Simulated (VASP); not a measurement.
Data:

```
CELL_PARAMETERS angstrom
     -2.66392     2.66392     5.17776
      2.66392    -2.66392     5.17776
      2.66392     2.66392    -5.17776
ATOMIC_POSITIONS crystal
  Zn 0.00000 0.00000 0.00000
  Zn 0.75000 0.25000 0.50000
  Si 0.50000 0.50000 0.00000
  Si 0.25000 0.75000 0.50000
  P  0.87500 0.85888 0.48388
  P  0.14112 0.62500 0.01612
  P  0.37500 0.39112 0.51612
  P  0.60888 0.12500 0.98388
```

All values below come from PBE GGA, VASP's PBE PAW potentials (set 64) (plane waves; VASP 6.6.1). Run with 500 eV cut-off, 6×6×6 Γ-centred mesh, Gaussian smearing of 0.050 eV, potentials Zn Si P.

Energy and stress use the plane-wave basis of the starting cell.

Q: The ions, cell shape and volume at an external pressure of 10.0 GPa are relaxed. What does this cell relax into?

A: 
```
CELL_PARAMETERS angstrom
     -2.62418     2.62418     5.10159
      2.62418    -2.62418     5.10159
      2.62418     2.62418    -5.10159
ATOMIC_POSITIONS crystal
  Zn 0.00000 0.00000 0.00000
  Zn 0.75000 0.25000 0.50000
  Si 0.50000 0.50000 0.00000
  Si 0.25000 0.75000 0.50000
  P  0.87500 0.86013 0.48513
  P  0.13987 0.62500 0.01487
  P  0.37500 0.38987 0.51487
  P  0.61013 0.12500 0.98513
```
Space group I-42d (122), at a tolerance of 0.03 Å.

Q: How do energy and volume change from the first to the last step?

A: The energy (σ→0) changes by +37.1 meV/atom and the volume by -4.4 %, in 6 ionic steps.

```
step  E(σ→0) (eV)  max force (eV/Å)  pressure (GPa)  volume (Å³)
----  -----------  ----------------  --------------  -----------
1        -37.0913             0.003            4.87       146.98
2        -36.3319             0.219           15.93       134.82
3        -36.8061             0.101            9.93       140.73
4        -36.7985             0.103           10.08       140.61
5        -36.7960             0.037           10.10       140.55
6        -36.7944             0.005           10.09       140.52
```

The compound is ZnSiP2 in the chalcopyrite structure. This run relaxes it under an external pressure of 10 GPa. Symmetry was kept, so distortions that lower it aren't found.
